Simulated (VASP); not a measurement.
All values below come from vdW-DF-cx, VASP's PBE PAW potentials (set 64) (plane waves; VASP).

VASP ran on this input.

File KPOINTS:
```
Automatic mesh
0
Gamma
11 11 7
```

File POSCAR:
```
PtSe2
4.872510
  0.3871385548  -0.6705436983   0.0000000000
  0.3871385548   0.6705436983   0.0000000000
  0.0000000000   0.0000000000   0.9999999313
Pt Se
1 2
Cart
  0.3871385548   0.6705436983   0.0000000000
  0.3871385548   0.2235150131   0.2636035977
  0.3871385548  -0.2235150131   0.7363963336
```

**INCAR**
```
AGGAC = 0.0
ALGO = Normal
EDIFF = 1E-7
ENCUT = 520
GGA = CX
ISIF = 2
ISMEAR = -5
LASPH = .TRUE.
LCHARG = .TRUE.
LEFG = .TRUE.
LMAXMIX = 6
LORBIT = 11
LREAL = .FALSE.
LUSE_VDW = .TRUE.
LWAVE = .FALSE.
NEDOS = 601
NELM = 100
PREC = Accurate
SYSTEM = PtSe2
```

POTCAR, in this order: Pt Se (PBE.64 set). Program: vasp_std.

The run wrote:

File OSZICAR:
```
       N       E                     dE             d eps       ncg     rms          rms(c)
DAV:   1     0.119554476727E+03    0.11955E+03   -0.10284E+04  2884   0.129E+03
DAV:   2    -0.507648976814E+01   -0.12463E+03   -0.12230E+03  3612   0.237E+02
DAV:   3    -0.988361966034E+01   -0.48071E+01   -0.47802E+01  3527   0.494E+01
DAV:   4    -0.992138604516E+01   -0.37766E-01   -0.38224E-01  3381   0.469E+00
DAV:   5    -0.992178924650E+01   -0.40320E-03   -0.41281E-03  3549   0.460E-01    0.123E+01
DAV:   6    -0.939254268656E+01    0.52925E+00   -0.52908E+00  2862   0.224E+01    0.760E+00
DAV:   7    -0.916934228632E+01    0.22320E+00   -0.99470E-01  2862   0.107E+01    0.366E+00
DAV:   8    -0.915129940504E+01    0.18043E-01   -0.71702E-02  2946   0.194E+00    0.880E-01
DAV:   9    -0.914881482769E+01    0.24846E-02   -0.10396E-02  3156   0.108E+00    0.199E-01
DAV:  10    -0.914893122751E+01   -0.11640E-03   -0.13658E-03  3233   0.275E-01    0.402E-02
DAV:  11    -0.914899681453E+01   -0.65587E-04   -0.53807E-05  3506   0.735E-02    0.221E-02
DAV:  12    -0.914897561433E+01    0.21200E-04   -0.80094E-06  2932   0.232E-02    0.317E-03
DAV:  13    -0.914897216433E+01    0.34500E-05   -0.71020E-07  3730   0.618E-03    0.131E-03
DAV:  14    -0.914897079759E+01    0.13667E-05   -0.65791E-08  2019   0.224E-03    0.451E-04
DAV:  15    -0.914897065525E+01    0.14234E-06   -0.13218E-08  1522   0.862E-04    0.128E-04
DAV:  16    -0.914897068585E+01   -0.30598E-07   -0.14574E-09  1452   0.304E-04
   1 F= -.91489707E+01 E0= -.91489707E+01  d E =0.000000E+00
```

### OUTCAR
```
------------------------ aborting loop because EDIFF is reached ----------------------------------------
  FORCE on cell =-STRESS in cart. coord.  units (eV):
  Direction    XX          YY          ZZ          XY          YZ          ZX
  --------------------------------------------------------------------------------------
  Total       -0.0369262     -0.0369262      0.0087910      0.0000000     -0.0000000      0.0000000
  in kB       -0.9850616     -0.9850617      0.2345138      0.0000000     -0.0000000      0.0000000
  external PRESSURE =      -0.5785365 kB  Pullay stress =       0.0000000 kB
  volume of cell :       60.06
      direct lattice vectors                 reciprocal lattice vectors
     1.886336480 -3.267230876  0.000000000     0.265064057 -0.153034793  0.000000000
     1.886336480  3.267230876  0.000000000     0.265064057  0.153034793  0.000000000
     0.000000000  0.000000000  4.872509665     0.000000000  0.000000000  0.205233046
 POSITION                                       TOTAL-FORCE (eV/Angst)
 -----------------------------------------------------------------------------------
      0.00000      0.00000      0.00000        -0.000000      0.000000      0.000000
      1.88634      1.08908      1.28441         0.000000     -0.000000     -0.008260
      1.88634     -1.08908      3.58810         0.000000      0.000000      0.008260
 -----------------------------------------------------------------------------------
    total drift:                               -0.000000      0.000000      0.000000
  FREE ENERGIE OF THE ION-ELECTRON SYSTEM (eV)
  ---------------------------------------------------
  free  energy   TOTEN  =        -9.1489706859 eV

  energy  without entropy=       -9.1489706859  energy(sigma->0) =       -9.14897069

 total charge

# of ion       s       p       d       tot
------------------------------------------
    1        0.667   0.664   8.022   9.354
    2        1.490   2.209   0.068   3.767
    3        1.490   2.209   0.068   3.767
--------------------------------------------------
tot          3.647   5.082   8.159  16.888

 Electric field gradients after diagonalization (V/A^2)
 (convention: |V_zz| > |V_xx| > |V_yy|)
----------------------------------------------------------------------
 ion       V_xx      V_yy      V_zz     asymmetry (V_yy - V_xx)/ V_zz
----------------------------------------------------------------------
   1     -64.230   -64.229   128.459       0.000
   2      17.953    17.952   -35.905       0.000
   3      17.953    17.952   -35.905       0.000
```
(Selected blocks of OUTCAR.)

For a metal the tetrahedron method with Blöchl corrections gives inexact stress and forces.

The compound is PtSe2 in the 1T layered structure. It was relaxed first.
